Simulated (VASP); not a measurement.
# Hf2Sb3Te (Cm) in VASP: a series of runs

One crystal, Hf2Sb3Te, is run at these levels: PBEsol; tasks: single point.

Everything below comes from runs of VASP 6.6.1. Logs are shortened: lines on timing, memory, paths and dates and some standing lists are left out, and cuts for length are marked.

## Step 1: The crystal as given

The structure is monoclinic, space group Cm (No. 8). The conventional cell has a = 10.663 Å, b = 3.692 Å, c = 8.751 Å, α = 90.00°, β = 119.06°, γ = 90.00°. Hf (site symmetry m) is surrounded by 5 Sb at 2.99 to 3.04 Å and 3 Te at 3.01 to 3.08 Å and 1 Hf at 3.34 Å. Around Hf (site symmetry m) lie 6 Sb at 2.99 to 3.04 Å and 2 Te at 3.00 Å and 1 Hf at 3.34 Å. Around Sb (site symmetry m) lie 3 Sb at 2.90 to 3.12 Å and 3 Hf at 2.99 to 3.04 Å. Around Sb (site symmetry m) lie 3 Sb at 2.90 to 3.12 Å and 3 Hf at 2.99 to 3.03 Å. Sb (site symmetry m) has 5 Hf at 3.03 to 3.04 Å and 1 Te at 3.42 Å as nearest neighbours. Around Te (site symmetry m) lie 5 Hf at 3.00 to 3.08 Å and 1 Sb at 3.42 Å.

The cell comes from a database or a generator and needn't be the stable form of this composition.

## Step 2: Single point, PBEsol

INCAR reads:

```
SYSTEM = Hf2Sb3Te
PREC = Accurate
ENCUT = 520
EDIFF = 1E-7
ISMEAR = 0
SIGMA = 0.05
LREAL = .FALSE.
LASPH = .TRUE.
NELM = 100
ALGO = Fast
ISIF = 2
LWAVE = .FALSE.
LCHARG = .FALSE.
GGA = PS
NBANDS = 30
```

KPOINTS reads:

```
Automatic mesh
0
G
  8 8 4
  0 0 0
```

POSCAR reads:

```
Hf2Sb3Te
1.0
    5.3313720551     -1.8461446819      0.0000000000
    5.3313720551      1.8461446819      0.0000000000
   -4.2505314686      0.0000000000      7.6496389251
Hf Sb Te
2 3 1
Direct
    0.1547520000      0.1547520000      0.1892150000
    0.8449835000      0.8449835000      0.8131340000
    0.8541310000      0.8541310000      0.4714830000
    0.1455655000      0.1455655000      0.5293330000
    0.5925625000      0.5925625000      0.8840560000
    0.4080020000      0.4080020000      0.1127790000
```

Potentials or basis: VASP PAW PBE potentials, release 64 (Hf_pv, Sb, Te).

Launch:

```
$ cat potpaw_PBE.64/Hf_pv/POTCAR potpaw_PBE.64/Sb/POTCAR potpaw_PBE.64/Te/POTCAR > POTCAR
$ mpirun -np 1 vasp_std > vasp.out
```

OUTCAR:

```text
SYSTEM = Hf2Sb3Te
   PREC = Accurate
   ENCUT = 520
   EDIFF = 1E-7
   ISMEAR = 0
   LREAL = .FALSE.
   LASPH = .TRUE.
   NELM = 100
   ISIF = 2
   GGA = PS

 ion  position               nearest neighbor table
   1  0.155  0.155  0.189-   3 2.99   3 2.99   6 3.01   6 3.01   4 3.03   5 3.04   5 3.04   6 3.08
                             2 3.34
   2  0.845  0.845  0.813-   4 2.99   4 2.99   6 3.00   6 3.00   5 3.03   5 3.03   3 3.04   5 3.04
                             1 3.34
   3  0.854  0.854  0.471-   4 2.90   1 2.99   1 2.99   2 3.04   4 3.12   4 3.12   5 3.74   5 3.74

   4  0.146  0.146  0.529-   3 2.90   2 2.99   2 2.99   1 3.03   3 3.12   3 3.12
   5  0.593  0.593  0.884-   2 3.03   2 3.03   2 3.04   1 3.04   1 3.04   6 3.42   6 3.49   6 3.49
                             3 3.74   3 3.74
   6  0.408  0.408  0.113-   2 3.00   2 3.00   1 3.01   1 3.01   1 3.08   5 3.42   5 3.49   5 3.49

  LATTYP: Found a base centered monoclinic cell.
 ALAT       =    10.6627441102
 B/A-ratio  =     0.3462794686
 C/A-ratio  =     0.8207294502
 COS(beta)  =    -0.4857068533

  Lattice vectors:

 A1 = (   5.3313720551,  -1.8461446819,   0.0000000000)
 A2 = (   5.3313720551,   1.8461446819,   0.0000000000)
 A3 = (  -4.2505314686,   0.0000000000,   7.6496389251)

Analysis of symmetry for initial positions (statically):
=====================================================================
 Subroutine PRICEL returns:
 Original cell was already a primitive cell.

 Routine SETGRP: Setting up the symmetry group for a
 base centered monoclinic supercell.

 Subroutine GETGRP returns: Found  2 space group operations
 (whereof  2 operations were pure point group operations)
 out of a pool of  4 trial point group operations.

The static configuration has the point symmetry C_1h.

Analysis of symmetry for dynamics (positions and initial velocities):
=====================================================================
 Subroutine PRICEL returns:
 Original cell was already a primitive cell.

 Routine SETGRP: Setting up the symmetry group for a
 base centered monoclinic supercell.

 Subroutine GETGRP returns: Found  2 space group operations
 (whereof  2 operations were pure point group operations)
 out of a pool of  4 trial point group operations.

The dynamic configuration has the point symmetry C_1h.

 Subroutine INISYM returns: Found  2 space group operations
 (whereof  2 operations are pure point group operations),
 and found     1 'primitive' translations

----------------------------------------------------------------------------------------

                                     Primitive cell

  volume of cell :     150.5829

  direct lattice vectors                    reciprocal lattice vectors
     5.331372055 -1.846144682  0.000000000     0.093784488 -0.270834678  0.052111469
     5.331372055  1.846144682  0.000000000     0.093784488  0.270834678  0.052111469
    -4.250531469  0.000000000  7.649638925     0.000000000  0.000000000  0.130725124

  length of vectors
     5.641965808  5.641965808  8.751228111     0.291311788  0.291311788  0.130725124

  position of ions in fractional coordinates (direct lattice)
     0.154752000  0.154752000  0.189215000
     0.844983500  0.844983500  0.813134000
     0.854131000  0.854131000  0.471483000
     0.145565500  0.145565500  0.529333000
     0.592562500  0.592562500  0.884056000
     0.408002000  0.408002000  0.112779000

  ion indices of the primitive-cell ions
   primitive index   ion index
                 1           1
                 2           2
                 3           3
                 4           4
                 5           5
                 6           6

----------------------------------------------------------------------------------------

 KPOINTS: Automatic mesh

Automatic generation of k-mesh.
 Grid dimensions read from file:
 generate k-points for:    8    8    4

 Generating k-lattice:

  Cartesian coordinates                     Fractional coordinates (reciprocal lattice)
     0.011723061 -0.033854335  0.006513934     0.125000000  0.000000000  0.000000000
     0.011723061  0.033854335  0.006513934     0.000000000  0.125000000  0.000000000
     0.000000000  0.000000000  0.032681281     0.000000000  0.000000000  0.250000000

  Length of vectors
     0.036413974  0.036413974  0.032681281

  Shift w.r.t. Gamma in fractional coordinates (k-lattice)
     0.000000000  0.000000000  0.000000000

 Subroutine IBZKPT returns following result:
 ===========================================

 Found     78 irreducible k-points:

 Following reciprocal coordinates:
            Coordinates               Weight
  0.000000  0.000000  0.000000      1.000000
  0.125000 -0.000000 -0.000000      4.000000
  0.250000 -0.000000 -0.000000      4.000000
  0.375000 -0.000000  0.000000      4.000000
  0.500000 -0.000000 -0.000000      2.000000
  0.125000  0.125000 -0.000000      2.000000
[... 16 lines left out ...]
  0.125000 -0.000000  0.250000      4.000000
  0.250000 -0.000000  0.250000      4.000000
 [... further k-points ...]
   k-points           NKPTS =     78   k-points in BZ     NKDIM =     78   number of bands    NBANDS=     30
   number of dos      NEDOS =    301   number of ions     NIONS =      6
   total plane-waves  NPLWV = 123480
   dimension x,y,z NGX =    42 NGY =   42 NGZ =   70
   dimension x,y,z NGXF=    84 NGYF=   84 NGZF=  140
   ions per type =               2   3   1
   NGX,Y,Z   is equivalent  to a cutoff of  12.38, 12.38, 13.30 a.u.
   NGXF,Y,Z  is equivalent  to a cutoff of  24.75, 24.75, 26.60 a.u.
 SYSTEM =  Hf2Sb3Te
   PREC   = accura    normal or accurate (medium, high low for compatibility)
   ISTART =      0    job   : 0-new  1-cont  2-samecut
   ICHARG =      2    charge: 1-file 2-atom 10-const
   ISPIN  =      1    spin polarized calculation?
   LNONCOLLINEAR =      F non collinear calculations
   LSORBIT =      F    spin-orbit coupling
   LASPH  =      T    aspherical Exc in radial PAW
   ENCUT  =  520.0 eV  38.22 Ry    6.18 a.u.  10.49 10.49 16.27*2*pi/ulx,y,z
   NELM   =    100;   NELMIN=  2; NELMDL= -5     # of ELM steps
   EDIFF  = 0.1E-06   stopping-criterion for ELM
   LREAL  =      F    real-space projection
   EDIFFG = 0.1E-05   stopping-criterion for IOM
   NSW    =      0    number of steps for IOM
   IBRION =     -1    ionic relax: 0-MD 1-quasi-New 2-CG
   NFREE  =      0    steps in history (QN), initial steepest desc. (CG)
   ISIF   =      2    stress and relaxation
   ISYM   =      2    0-nonsym 1-usesym 2-fastsym
   POTIM  = 0.5000    time-step for ionic-motion
   TEBEG  =    0.0;   TEEND  =   0.0 temperature during run
   PSTRESS=    0.0 pullay stress
   NELECT =      41.0000    total number of electrons
   NUPDOWN=      -1.0000    fix difference up-down
   EMIN   =  10.00;   EMAX   =-10.00  energy-range for DOS
   EFERMI =   0.00;   METHOD = LEGACY
   ISMEAR =     0;   SIGMA  =   0.05  broadening in eV -4-tet -1-fermi 0-gaus
   EFERMI_NEDOS =   21; number of points for ismear=-14 and -15
   IALGO  =     68    algorithm
   IMIX   =      4    mixing-type and parameters
     AMIX     =   0.40;   BMIX     =  1.00
     AMIX_MAG =   1.60;   BMIX_MAG =  1.00
  volume/ion in A,a.u.               =      25.10       169.36
  Fermi-wavevector in a.u.,A,eV,Ry     =   1.061070  2.005132 15.318399  1.125871
  Thomas-Fermi vector in A             =   2.196474
   LORBIT       =      0    0 simple, 1 ext, 2 COOP (PROOUT), +10 PAW based schemes
   GGA     = PS    functional components
   LHFCALC =     F    Hartree Fock is set to
   AEXX    =    0.0000 exact exchange contribution
   IVDW    =     0    specifies the selected vdW correction
   LEPSILON=     F    determine dielectric tensor
   LRPA    =     F    only Hartree local field effects (RPA)
 non-spin polarized calculation
 RMM-DIIS sequential band-by-band and
 Gauss-broadening in eV      SIGMA  =   0.05
  energy-cutoff  :      520.00
  volume of cell :      150.58
 maximum number of plane-waves:      4072
 NGX is ok and might be reduce to    42
   NGX = 21   NGY = 21   NGZ = 33

 number of electron      41.0000001 magnetization

 Free energy of the ion-electron system (eV)
  ---------------------------------------------------
  ext. energy  EPLUGINS =         0.00000000
  ---------------------------------------------------
  free energy    TOTEN  =       -41.54362438 eV

  energy without entropy =      -41.53986723  energy(sigma->0) =      -41.54174580

 E-fermi :   7.0946     XC(G=0): -10.6293

 val. band max:        7.0871944815   @ k =   0.5000   0.5000   0.5000
 cond. band min:       7.1140479402   @ k =   0.5000   0.1250   0.5000
 fundamental gap:      0.0268534587
 Fermi energy:         7.0946477096

 k-point     1 :       0.0000    0.0000    0.0000
  band No.  band energies     occupation
      1     -23.8497      2.00000
      2     -23.7567      2.00000
      3     -23.7150      2.00000
      4     -23.6917      2.00000
      5     -23.6761      2.00000
      6     -23.6163      2.00000
[... 22 lines left out ...]
     29      10.9096      0.00000
     30      11.4243      0.00000

 k-point     2 :       0.1250   -0.0000   -0.0000
  band No.  band energies     occupation
      1     -23.8482      2.00000
      2     -23.7542      2.00000
      3     -23.7136      2.00000
      4     -23.7062      2.00000
      5     -23.6898      2.00000
      6     -23.6148      2.00000
[... 22 lines left out ...]
     29      11.2314      0.00000
     30      11.5460      0.00000

 k-point     3 :       0.2500   -0.0000   -0.0000
  band No.  band energies     occupation
      1     -23.8446      2.00000
      2     -23.7485      2.00000
      3     -23.7410      2.00000
      4     -23.7228      2.00000
      5     -23.7101      2.00000
      6     -23.6114      2.00000
[... 22 lines left out ...]
     29      11.2904      0.00000
     30      11.4388      0.00000

 k-point     4 :       0.3750   -0.0000    0.0000
  band No.  band energies     occupation
      1     -23.8409      2.00000
      2     -23.7760      2.00000
      3     -23.7554      2.00000
      4     -23.7422      2.00000
      5     -23.7066      2.00000
      6     -23.6079      2.00000
[... 22 lines left out ...]
     29      11.1422      0.00000
     30      11.4184      0.00000

 k-point     5 :       0.5000   -0.0000   -0.0000
  band No.  band energies     occupation
      1     -23.8394      2.00000
      2     -23.7904      2.00000
      3     -23.7688      2.00000
      4     -23.7398      2.00000
      5     -23.7052      2.00000
      6     -23.6064      2.00000
[... 22 lines left out ...]
     29      11.0554      0.00000
     30      11.5164      0.00000
[... 526 lines left out ...]
     29      11.0151      0.00000
     30      11.7126      0.00000

 k-point    22 :       0.0000    0.0000    0.2500
  band No.  band energies     occupation
      1     -23.8499      2.00000
      2     -23.7547      2.00000
      3     -23.7158      2.00000
      4     -23.6918      2.00000
      5     -23.6759      2.00000
      6     -23.6174      2.00000
[... 22 lines left out ...]
     29      11.1400      0.00000
     30      11.6686      0.00000

 k-point    23 :       0.1250   -0.0000    0.2500
  band No.  band energies     occupation
      1     -23.8484      2.00000
      2     -23.7519      2.00000
      3     -23.7145      2.00000
      4     -23.7064      2.00000
      5     -23.6896      2.00000
      6     -23.6162      2.00000
[... 22 lines left out ...]
     29      11.1586      0.00000
     30      11.5667      0.00000

 k-point    24 :       0.2500   -0.0000    0.2500
  band No.  band energies     occupation
      1     -23.8447      2.00000
      2     -23.7471      2.00000
      3     -23.7406      2.00000
      4     -23.7227      2.00000
      5     -23.7107      2.00000
      6     -23.6125      2.00000
[... 22 lines left out ...]
     29      11.2061      0.00000
     30      11.5554      0.00000

 [... further k-points ...]

------------------------ aborting loop because EDIFF is reached ----------------------------------------

  FORCE on cell =-STRESS in cart. coord.  units (eV):
  Direction    XX          YY          ZZ          XY          YZ          ZX
  --------------------------------------------------------------------------------------
  -------------------------------------------------------------------------------------
  Total       -3.7193041     -3.2663017     -3.9484315      0.0000000      0.0000000      0.0394445
  in kB      -39.5727851    -34.7529134    -42.0106627      0.0000000      0.0000000      0.4196835
  external PRESSURE =     -38.7787870 kB  Pullay stress =       0.0000000 kB

 VOLUME and BASIS-vectors are now :
 -----------------------------------------------------------------------------
  energy-cutoff  :      520.00
  volume of cell :      150.58
      direct lattice vectors                 reciprocal lattice vectors
     5.331372055 -1.846144682  0.000000000     0.093784488 -0.270834678  0.052111469
     5.331372055  1.846144682  0.000000000     0.093784488  0.270834678  0.052111469
    -4.250531469  0.000000000  7.649638925     0.000000000  0.000000000  0.130725124

 POSITION                                       TOTAL-FORCE (eV/Angst)
 -----------------------------------------------------------------------------------
      0.84582      0.00000      1.44743        -0.039260      0.000000     -0.046583
      5.55359      0.00000      6.22018         0.101428      0.000000     -0.021995
      7.10333      0.00000      3.60667        -0.159580      0.000000     -0.007734
     -0.69782      0.00000      4.04921         0.123791      0.000000      0.072874
      2.56063      0.00000      6.76271        -0.081232      0.000000      0.116416
      3.87105      0.00000      0.86272         0.054853      0.000000     -0.112978
 -----------------------------------------------------------------------------------
    total drift:                                0.000059     -0.000000      0.000060

  FREE ENERGIE OF THE ION-ELECTRON SYSTEM (eV)
  ---------------------------------------------------
  free  energy   TOTEN  =       -41.5436243840 eV

  energy  without entropy=      -41.5398672251  energy(sigma->0) =      -41.54174580
```

Run time: 5 min. Hardware: 1 thread of Intel Xeon 6975P-C (Granite Rapids), shared host; peak memory 0.57 GiB.

What came out:

- Free energy: -41.5436 eV
- Pressure: -3.9 GPa
- Largest force: 0.160 eV/Å
- Band gap on the k mesh: none (metal or under the smearing width)

Forces on the atoms (eV/Å):
```
Hf  -0.039  0.000 -0.047
Hf   0.101  0.000 -0.022
Sb  -0.160  0.000 -0.008
Sb   0.124  0.000  0.073
Sb  -0.081  0.000  0.116
Te   0.055  0.000 -0.113
```

Stress tensor (GPa, compression positive):
```
-3.96  0.00  0.04
 0.00 -3.48  0.00
 0.04  0.00 -4.20
```

Caveat: the PAW data sets were made with another functional, which shifts forces and pressure a little.

## Step 3: Single point, PBEsol

INCAR reads:

```
SYSTEM = Hf2Sb3Te
PREC     = Accurate       ! precision mode
ENCUT    = 520            ! plane-wave cutoff, eV
EDIFF    = 1E-6           ! SCF threshold, eV
ISMEAR   = 0              ! smearing method
SIGMA    = 0.05           ! smearing width, eV
LREAL    = .FALSE.        ! projectors in reciprocal space
LASPH    = .TRUE.         ! aspherical terms in the spheres
NELM     = 100            ! most SCF steps
ALGO     = Fast           ! electronic algorithm
ISIF     = 2              ! what is computed and relaxed
LWAVE    = .FALSE.        ! write WAVECAR
LCHARG   = .TRUE.         ! write CHGCAR
GGA      = PS             ! functional
LELF     = .TRUE.         ! ELF
LVHAR    = .TRUE.       
NBANDS   = 30             ! bands
```

KPOINTS reads:

```
regular mesh
0
G
  8 8 4
  0 0 0
```

POSCAR is that of step 2.

Potentials or basis: VASP PAW PBE potentials, release 64 (Hf_pv, Sb, Te).

Launch:

```
$ cat potpaw_PBE.64/Hf_pv/POTCAR potpaw_PBE.64/Sb/POTCAR potpaw_PBE.64/Te/POTCAR > POTCAR
$ mpirun -np 1 vasp_std > vasp.out
```

Run time: 4.8 min. Hardware: 1 thread of Intel Xeon 6975P-C (Granite Rapids), shared host; peak memory 0.58 GiB.

The run converged. Its results:

* Free energy: -41.5436 eV
* Pressure: -3.9 GPa
* Largest force: 0.160 eV/Å
* Band gap on the k mesh: none (metal or under the smearing width)

Forces on the atoms (eV/Å):
```
Hf  -0.039  0.000 -0.047
Hf   0.101  0.000 -0.022
Sb  -0.160  0.000 -0.008
Sb   0.124  0.000  0.073
Sb  -0.081  0.000  0.116
Te   0.055  0.000 -0.113
```

Stress tensor (GPa, compression positive):
```
-3.95  0.00  0.04
 0.00 -3.47  0.00
 0.04  0.00 -4.20
```

Levels at points of the mesh, in eV from the Fermi level:
| k point | band 17 | band 18 | band 19 | band 20 | band 21 | band 22 | band 23 | band 24 | band 25 | band 26 |
| --- | --- | --- | --- | --- | --- | --- | --- | --- | --- | --- |
| (0.00, 0.00, 0.00) | -1.20 | -0.53 | -0.46 | -0.25 | 0.05 | 1.78 | 1.87 | 2.19 | 2.36 | 2.91 |
| (0.50, 0.00, 0.00) | -2.38 | -1.52 | -1.25 | -0.92 | -0.37 | 1.59 | 1.68 | 2.46 | 2.61 | 2.86 |
| (0.50, 0.50, 0.00) | -0.84 | -0.66 | -0.18 | 0.39 | 0.65 | 1.21 | 1.58 | 1.81 | 2.27 | 2.62 |
| (0.00, 0.00, 0.50) | -1.36 | -0.94 | -0.60 | -0.48 | 0.39 | 1.17 | 2.10 | 2.46 | 2.63 | 2.93 |
| (0.50, 0.00, 0.50) | -1.95 | -1.79 | -1.40 | -1.08 | -0.06 | 0.79 | 1.64 | 1.84 | 2.86 | 3.11 |
| (0.50, 0.50, 0.50) | -0.77 | -0.70 | -0.28 | -0.01 | 0.90 | 1.07 | 1.46 | 1.57 | 2.38 | 2.43 |

Caveat: the PAW data sets were made with another functional, which shifts forces and pressure a little. The run has no spin-orbit coupling, so splittings on Hf, Sb, Te are missing.
